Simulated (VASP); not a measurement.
Input:

```
CELL_PARAMETERS angstrom
      7.14160     0.00000     0.00000
     -3.57080     6.18481     0.00000
      0.00000     0.00000     6.51020
ATOMIC_POSITIONS crystal
  I  0.31705 0.00000 0.25000
  I  0.31705 0.31705 0.75000
  I  0.00000 0.31705 0.25000
  I  0.68295 0.00000 0.75000
  I  0.68295 0.68295 0.25000
  I  0.00000 0.68295 0.75000
  Ti 0.00000 0.00000 0.00000
  Ti 0.00000 0.00000 0.50000
```

Calculation: PBEsol GGA, VASP's PBE PAW potentials (set 64) (plane waves; VASP). Numerical set-up: 300 eV cut-off, 2×2×2 Γ-centred mesh, Fermi-Dirac smearing of 0.10 eV, potentials I Ti_sv.

At this cut-off the stress carries a Pulay error, which pulls relaxed volumes low.

Give the force on each atom (eV/Å).

```tsv
atom	Fx	Fy	Fz
I1	-0.237	0.000	0.000
I2	-0.118	-0.205	0.000
I3	0.118	-0.205	0.000
I4	0.237	0.000	0.000
I5	0.118	0.205	0.000
I6	-0.118	0.205	0.000
Ti7	0.000	0.000	0.000
Ti8	0.000	0.000	0.000
```

Give the stress tensor in GPa (positive for a compressed cell).

```
-0.88   0.00   0.00
 0.00  -0.88   0.00
 0.00   0.00  -1.86
```
The pressure is its mean diagonal, -1.21 GPa.

The structure comes from a measured TiI3 entry of the Crystallography Open Database, whose conditions weren't checked. The cell was not relaxed at this level. The k-mesh is coarse (spacing up to 0.51 per Å, 2π included), so the numbers may not be converged in it.
